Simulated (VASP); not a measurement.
Input:

```
CELL_PARAMETERS angstrom
      0.00000     1.80500     1.80500
      1.80500     0.00000     1.80500
      1.80500     1.80500     0.00000
ATOMIC_POSITIONS crystal
  Cu 0.00000 0.00000 0.00000
```

Level of theory: PW91 GGA, VASP's PBE PAW potentials (set 64) (plane waves; VASP). Settings: 520 eV cut-off, 16×16×16 Γ-centred mesh, first-order Methfessel-Paxton smearing of 0.10 eV, potentials Cu.

Energy and stress use the plane-wave basis of the starting cell.

The ions, cell shape and volume are relaxed. Which structure does the run end with?

```
CELL_PARAMETERS angstrom
      0.00000     1.81803     1.81803
      1.81803     0.00000     1.81803
      1.81803     1.81803     0.00000
ATOMIC_POSITIONS crystal
  Cu 0.00000 0.00000 0.00000
```
Space group Fm-3m (225), at a tolerance of 0.03 Å.

How do energy and volume change from the first to the last step?

The energy (σ→0) changes by -2.5 meV/atom and the volume by +2.2 %, in 3 ionic steps.

The compound is Cu in the fcc structure. This run relaxes it. Symmetry was kept, so distortions that lower it aren't found.
